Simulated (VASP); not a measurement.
Data:

```
Be2C
1.0
    0.00000     2.15831     2.15831
    2.15831     0.00000     2.15831
    2.15831     2.15831     0.00000
Be C
2 1
Direct
  0.25000   0.25000   0.25000
  0.75000   0.75000   0.75000
  0.00000   0.00000   0.00000
```

Method: AM05 GGA, VASP's PBE PAW potentials (set 64) (plane waves; VASP). Numerical set-up: 520 eV cut-off, Gaussian smearing of 0.050 eV, potentials Be C.

### Question
Give the energies of bands 2 to 7 at the high-symmetry points, in eV from the valence-band maximum.

### Answer

| band | Γ | X | U | L | W |
|---|---|---|---|---|---|
| 2 | 0.00 | -6.82 | -6.97 | -8.84 | -6.39 |
| 3 | 0.00 | -4.80 | -6.34 | -1.85 | -5.96 |
| 4 | 0.00 | -4.80 | -4.05 | -1.85 | -5.96 |
| 5 | 4.08 | 1.03 | 3.22 | 4.93 | 5.62 |
| 6 | 4.08 | 5.79 | 8.34 | 4.93 | 8.13 |
| 7 | 4.08 | 13.27 | 11.56 | 7.13 | 9.59 |

The gap is indirect, 1.03 eV, from the valence maximum at Γ to the conduction minimum at X.

The compound is Be2C in the antifluorite structure. It was relaxed first.
